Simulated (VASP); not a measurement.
Be3Te2Se:

```xyz
6
Lattice="-1.9495 5.8446 2.7503 1.9495 -5.8446 2.7503 1.9495 5.8446 -2.7503" Properties=species:S:1:pos:R:3 pbc="T T T"
Be    1.9495    4.0123    1.4469
Be    0.0000    1.8323    4.1972
Be    1.9495    0.0000    1.2353
Te    1.9495    1.9281    2.7477
Te    1.9495   -1.9280    2.7477
Se    0.0000    0.0000    0.0001
```

The cell was built by a generator and needn't be a form met in nature.

Base run:

```yaml
Program: VASP 6.6.1
Functional: HSE06
Potentials_or_basis: VASP PAW PBE potentials, release 64 (Be, Te, Se)
Cutoff: 520 eV
k_mesh: 6 × 6 × 6
Occupations: gaussian, width 0.02 eV
Spin: no spin polarisation
```

Its results: band gap on the k mesh 2.67 eV, indirect (least direct gap 2.82 eV); pressure -1.4 GPa; largest force 0.023 eV/Å.

Problem. The run is repeated on the same cell with these changes: functional from HSE06 to PBE; further incar settings from ALGO = Normal; EDIFF = 1e-05 to ALGO = Normal; EDIFF = 1e-07. What comes out?

Solution. Band gap on the k mesh 1.94 eV, indirect (least direct gap 2.09 eV); pressure 0.0 GPa; largest force 0.004 eV/Å.

Caveats: spin-orbit coupling is left out, which moves the levels of the heavy elements; the PAW data sets were made with another functional, which shifts forces and pressure a little (some runs).

A k mesh can miss the band edges.
